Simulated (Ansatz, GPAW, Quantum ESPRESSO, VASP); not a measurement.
## One structure in several programs: KMgF3 (Pm-3m, 5 atoms in the cell)

Self-consistent single point.

```yaml
crystal:
  lattice:
    - [3.99000, 0.00000, 0.00000]
    - [0.00000, 3.99000, 0.00000]
    - [0.00000, 0.00000, 3.99000]
  atoms:
    - { symbol: K, position: [0.00000, 0.00000, 0.00000] }
    - { symbol: Mg, position: [0.50000, 0.50000, 0.50000] }
    - { symbol: F, position: [0.50000, 0.00000, 0.50000] }
    - { symbol: F, position: [0.00000, 0.50000, 0.50000] }
    - { symbol: F, position: [0.50000, 0.50000, 0.00000] }
```

Shared settings, as Ansatz (a program for electronic structure) writes them: kpoints.mp_grid.grid = 4 4 4; scf.occupations.method = fermi_dirac; scf.occupations.width = 0.05 eV. Potentials and cutoffs stand in the table.

```
code                                                              model  pressure (GPa)  gap on the mesh (eV)  cutoff
----------------  -----------------------------------------------------  --------------  --------------------  ------
VASP                         PBEsol, VASP's PBE PAW potentials (set 64)           -8.61                 7.124  400 eV
Quantum ESPRESSO   PBEsol, SSSP 1.1.2 efficiency (PBE) pseudopotentials            0.17                 7.064   50 Ry
GPAW              PBEsol, GPAW PAW datasets PBEsol (made by gpaw-setup)               –                 7.115  950 eV
Ansatz                          PBEsol, default PAW files made with PBE           -0.50                 7.123  420 eV
```

A dash marks a value that a program does not give, or that is left out as unsure.

Gaps are read on the mesh.

The spread over the programs that give each value: pressure within 8.78 GPa; gap on the mesh within 0.060 eV.

Ansatz's pressure is given at a fixed set of plane waves, as the other plane-wave codes print theirs; with its correction for the finite basis it is 0.08 GPa (the shift of 0.58 GPa shows how far the cutoff is from converged). The pressure of GPAW is left out: its cutoff lies under the one at which its stress was checked. In the pressure, VASP (by 8.11) lies more than 1 GPa from the median of the plane-wave programs.

VASP's run is marked for a possible Pulay error in its stress at this cutoff; no cutoff test was made.

The starting cell has typed, rounded lattice constants, without a prior relaxation at this level.

Left out of this page: ABINIT, CP2K, FLEUR and SIESTA (not drawn, or without a comparable value).

Keys are those of Ansatz 0.2.
